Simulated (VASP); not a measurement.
Wanted: the native input for a VASP 6.6.1 run.

```
Task                   : relaxation of cell and atoms
Functional             : PBE
Potentials or basis    : VASP PAW PBE potentials, release 64 (Mg, Sn_d, N)
Cutoff                 : 520 eV
k mesh                 : 4 × 4 × 4
Occupations            : gaussian, width 0.15 eV
Spin                   : no spin polarisation
Further INCAR settings : PREC = Normal; ALGO = Fast; EDIFF = 0.0001; IBRION = 2; EDIFFG = -0.08; NSW = 24; ISIF = 3
```

The structure of MgSn6N lies in POSCAR:

```
MgSn6N
1.0
    0.0000000000      4.5300000000      4.5300000000
    4.5300000000      0.0000000000      4.5300000000
    4.5300000000      4.5300000000      0.0000000000
Mg Sn N
1 6 1
Direct
    0.7500000000      0.7500000000      0.7500000000
    0.2500000000      0.2500000000      0.7500000000
    0.7500000000      0.2500000000      0.2500000000
    0.7500000000      0.2500000000      0.7500000000
    0.7500000000      0.7500000000      0.2500000000
    0.2500000000      0.7500000000      0.7500000000
    0.2500000000      0.7500000000      0.2500000000
    0.0000000000      0.0000000000      0.0000000000
```

The cell was built by a generator and needn't be a form met in nature.

One way to write it, as run:

INCAR

```
PREC     = Normal         # precision mode
ENCUT    = 520            # plane-wave cutoff, eV
EDIFF    = 1E-4           # SCF threshold, eV
ISMEAR   = 0              # smearing method
SIGMA    = 0.15           # smearing width, eV
LREAL    = F              # projectors in reciprocal space
LASPH    = T              # aspherical terms in the spheres
NELM     = 60             # most SCF steps
ALGO     = Fast           # electronic algorithm
ISIF     = 3              # what is computed and relaxed
LWAVE    = F              # write WAVECAR
LCHARG   = F              # write CHGCAR
GGA      = PE             # functional
IBRION   = 2              # ionic algorithm
NSW      = 24             # ionic steps
EDIFFG   = -0.08          # ionic threshold
```

KPOINTS

```
regular mesh
0
Gamma
  4 4 4
```

Potentials or basis: VASP PAW PBE potentials, release 64 (Mg, Sn_d, N).

Launch:

```bash
$ cat potpaw_PBE.64/Mg/POTCAR potpaw_PBE.64/Sn_d/POTCAR potpaw_PBE.64/N/POTCAR > POTCAR
$ mpirun -np 1 vasp_std > vasp.out
```

Results of the run:

```
Relaxed volume                         : 26.80 Å³/atom
Relaxed cell                           : a = 6.718 Å, b = 6.718 Å, c = 6.718 Å, α = 60.00°, β = 60.00°, γ = 60.00°
Space group after relaxing (to 0.05 Å) : F-43m (No. 216)
Energy gained by relaxing              : 100.7 meV/atom
Ionic steps                            : 5
Pressure after relaxing                : 0.4 GPa
Band gap on the k mesh                 : none (metal or under the smearing width)
```

Caveat: the volume moved by over 15 % at a fixed basis, so the end points are rough.

Run time: 2.9 min on 1 thread of Intel(R) Xeon(R) Platinum 8259CL CPU @ 2.50GHz (Skylake/Cascade Lake), on a shared host, peak memory 0.25 GiB.
